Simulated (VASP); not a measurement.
OSZICAR of a VASP run on TiC (rock salt):

File OSZICAR:
```
       N       E                     dE             d eps       ncg     rms          rms(c)
DAV:   1     0.905393154931E+02    0.90539E+02   -0.84930E+03  2016   0.160E+03
DAV:   2    -0.397921653160E+02   -0.13033E+03   -0.12448E+03  2104   0.384E+02
DAV:   3    -0.507932901988E+02   -0.11001E+02   -0.10476E+02  3060   0.102E+02
DAV:   4    -0.512748512816E+02   -0.48156E+00   -0.47825E+00  2616   0.199E+01
DAV:   5    -0.512922856500E+02   -0.17434E-01   -0.17431E-01  2796   0.309E+00    0.192E+01
DAV:   6    -0.151074407530E+02    0.36185E+02   -0.11371E+01  2688   0.363E+01    0.726E+00
DAV:   7    -0.323742497251E+02   -0.17267E+02   -0.29057E+01  2744   0.779E+01    0.108E+01
DAV:   8    -0.198966547977E+02    0.12478E+02   -0.28563E+01  2708   0.739E+01    0.615E+00
DAV:   9    -0.194324721253E+02    0.46418E+00   -0.57093E+00  2508   0.279E+01    0.570E+00
DAV:  10    -0.191992077642E+02    0.23326E+00   -0.67568E+00  2276   0.305E+01    0.438E+00
DAV:  11    -0.195304962434E+02   -0.33129E+00   -0.49910E+00  2340   0.230E+01    0.219E+00
DAV:  12    -0.197098937236E+02   -0.17940E+00   -0.42902E-01  2356   0.933E+00    0.168E+00
DAV:  13    -0.197164925776E+02   -0.65989E-02   -0.26226E-02  2292   0.198E+00    0.185E+00
DAV:  14    -0.197154978217E+02    0.99476E-03   -0.97409E-03  2796   0.111E+00    0.178E+00
DAV:  15    -0.197138109742E+02    0.16868E-02   -0.53384E-02  2528   0.349E+00    0.117E+00
DAV:  16    -0.197232340503E+02   -0.94231E-02   -0.10152E-02  2640   0.114E+00    0.986E-01
DAV:  17    -0.197236814257E+02   -0.44738E-03   -0.63921E-04  2100   0.319E-01    0.874E-01
DAV:  18    -0.197279167232E+02   -0.42353E-02   -0.43697E-03  2300   0.115E+00    0.450E-01
DAV:  19    -0.197276035115E+02    0.31321E-03   -0.18697E-03  2860   0.619E-01    0.288E-01
DAV:  20    -0.197277814656E+02   -0.17795E-03   -0.15342E-03  2860   0.514E-01    0.220E-01
DAV:  21    -0.197275815413E+02    0.19992E-03   -0.20873E-04  2368   0.162E-01    0.172E-01
DAV:  22    -0.197276146026E+02   -0.33061E-04   -0.33766E-04  2500   0.299E-01    0.662E-02
DAV:  23    -0.197276319081E+02   -0.17306E-04   -0.55733E-05  2716   0.121E-01    0.154E-02
DAV:  24    -0.197276419091E+02   -0.10001E-04   -0.46924E-06  2404   0.340E-02    0.913E-03
DAV:  25    -0.197276466211E+02   -0.47120E-05   -0.20419E-06  1760   0.162E-02    0.549E-04
DAV:  26    -0.197276483792E+02   -0.17581E-05   -0.20717E-07  1020   0.805E-03    0.273E-03
DAV:  27    -0.197276489708E+02   -0.59158E-06   -0.13640E-07  1032   0.598E-03
   1 F= -.19727649E+02 E0= -.19727599E+02  d E =-.197276E+02
       N       E                     dE             d eps       ncg     rms          rms(c)
DAV:   1    -0.197447635676E+02   -0.17115E-01   -0.43745E-01  2024   0.107E+01    0.138E+00
DAV:   2    -0.197211922675E+02    0.23571E-01   -0.79505E-02  2552   0.512E+00    0.526E-01
DAV:   3    -0.197238521767E+02   -0.26599E-02   -0.31959E-02  2428   0.193E+00    0.191E-01
DAV:   4    -0.197273666215E+02   -0.35144E-02   -0.29941E-02  2464   0.974E-01    0.264E-01
DAV:   5    -0.197274524408E+02   -0.85819E-04   -0.77541E-04  2244   0.246E-01    0.266E-01
DAV:   6    -0.197273633629E+02    0.89078E-04   -0.53716E-05  2284   0.718E-02    0.251E-01
DAV:   7    -0.197273015918E+02    0.61771E-04   -0.12240E-04  2236   0.102E-01    0.260E-01
DAV:   8    -0.197280392967E+02   -0.73770E-03   -0.77928E-03  2220   0.883E-01    0.398E-01
DAV:   9    -0.197296841444E+02   -0.16448E-02   -0.13670E-03  2172   0.352E-01    0.550E-01
DAV:  10    -0.197299958233E+02   -0.31168E-03   -0.60774E-05  2496   0.814E-02    0.580E-01
DAV:  11    -0.197286251000E+02    0.13707E-02   -0.22366E-03  2216   0.536E-01    0.377E-01
DAV:  12    -0.197274820068E+02    0.11431E-02   -0.27492E-03  2204   0.508E-01    0.175E-01
DAV:  13    -0.197274241912E+02    0.57816E-04   -0.21417E-04  2532   0.174E-01    0.115E-01
DAV:  14    -0.197273784162E+02    0.45775E-04   -0.33877E-04  2196   0.177E-01    0.639E-02
DAV:  15    -0.197273765384E+02    0.18778E-05   -0.59770E-05  2100   0.113E-01    0.243E-02
DAV:  16    -0.197273672837E+02    0.92547E-05   -0.66291E-06  2216   0.425E-02    0.533E-03
DAV:  17    -0.197273620986E+02    0.51851E-05   -0.29788E-06  2040   0.158E-02    0.226E-03
DAV:  18    -0.197273614448E+02    0.65375E-06   -0.33490E-07  1020   0.837E-03
   2 F= -.19727361E+02 E0= -.19727308E+02  d E =0.287526E-03
       N       E                     dE             d eps       ncg     rms          rms(c)
DAV:   1    -0.197339602691E+02   -0.65982E-02   -0.14921E-01  2024   0.625E+00    0.818E-01
DAV:   2    -0.197259060286E+02    0.80542E-02   -0.29707E-02  2580   0.309E+00    0.314E-01
DAV:   3    -0.197266664433E+02   -0.76041E-03   -0.11427E-02  2496   0.118E+00    0.112E-01
DAV:   4    -0.197279491583E+02   -0.12827E-02   -0.10843E-02  2460   0.587E-01    0.158E-01
DAV:   5    -0.197279703322E+02   -0.21174E-04   -0.28794E-04  2232   0.145E-01    0.164E-01
DAV:   6    -0.197279264322E+02    0.43900E-04   -0.20633E-05  2276   0.426E-02    0.146E-01
DAV:   7    -0.197280026151E+02   -0.76183E-04   -0.35191E-04  2028   0.253E-01    0.768E-02
DAV:   8    -0.197279717312E+02    0.30884E-04   -0.14190E-04  2644   0.108E-01    0.630E-02
DAV:   9    -0.197279754944E+02   -0.37632E-05   -0.37114E-05  2092   0.852E-02    0.559E-02
DAV:  10    -0.197279773381E+02   -0.18437E-05   -0.28824E-06  2064   0.187E-02    0.504E-02
DAV:  11    -0.197279629883E+02    0.14350E-04   -0.10899E-05  2132   0.237E-02    0.357E-02
DAV:  12    -0.197279565135E+02    0.64748E-05   -0.39721E-05  2180   0.662E-02    0.108E-02
DAV:  13    -0.197279578069E+02   -0.12935E-05   -0.46883E-06  2200   0.201E-02    0.419E-03
DAV:  14    -0.197279595655E+02   -0.17586E-05   -0.44865E-07  1012   0.785E-03    0.645E-03
DAV:  15    -0.197279596458E+02   -0.80256E-07   -0.39620E-08  1008   0.263E-03
   3 F= -.19727960E+02 E0= -.19727909E+02  d E =-.310675E-03
```

Task: Which electronic solver shows in the log?

Result: It is blocked Davidson (ALGO = Normal, or the opening steps of other solvers). The INCAR had ALGO = Normal.

Task: Can the final energy be trusted as converged?

Result: The calculation finished and met its thresholds. It stopped with EDIFF = 1E-6, NELM = 100, NSW = 60 and EDIFFG = -0.01 after 3 ionic steps (revTPSS meta-GGA, plane waves, VASP's PBE PAW potentials (set 64)).

The compound is TiC in the rock salt structure. This run relaxes it. Symmetry was kept, so distortions that lower it aren't found.
